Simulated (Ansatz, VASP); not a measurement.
MgBe2SeS2: VASP beside Ansatz

```xyz
6
Lattice="3.4557 0.0000 0.0000 0.0000 3.4557 0.0000 0.0000 0.0000 10.7998" Properties=species:S:1:pos:R:3 pbc="T T T"
Mg    0.0000    0.0000    0.0000
Be    1.7279    0.0000    4.6142
Be    0.0000    1.7279    6.1856
Se    1.7279    1.7279    0.0000
S     1.7279    0.0000    6.6508
S     0.0000    1.7279    4.1490
```

Change from the starting cell: species swapped into the Nd2FeSi2Ru type (P-4m2, No. 115).

Alike in both runs: functional PBE; k mesh 6 × 6 × 2; occupations gaussian, width 0.1 eV; no spin polarisation.

Ansatz relaxed the structure, and its values are those at the end. VASP's run is a single point on that final structure, the one shown.

```csv
,VASP,Ansatz
version,VASP 6.6.1,Ansatz 0.2.0
potentials or method,"VASP PAW PBE potentials, release 64 (Mg, Be, Se, S)","scalar-relativistic, plane waves, PAW"
plane-wave cutoff (eV),520,420
valence electrons in the cell,24,42
```

Ansatz gave:

```
gap on the k mesh at the Fermi level (eV) : 0.68
least direct gap on the mesh (eV)         : 0.87
pressure (GPa)                            : 0.0
rms of the force components (eV/Å)        : 0.008
```

Problem. Which values does VASP return?

Solution. gap on the k mesh at the Fermi level (eV): 0.69; least direct gap on the mesh (eV): 0.89; pressure (GPa): 0.0; rms of the force components (eV/Å): 0.006.

The two sets of potentials don't hold the same shells in valence.

A k mesh can miss the band edges.
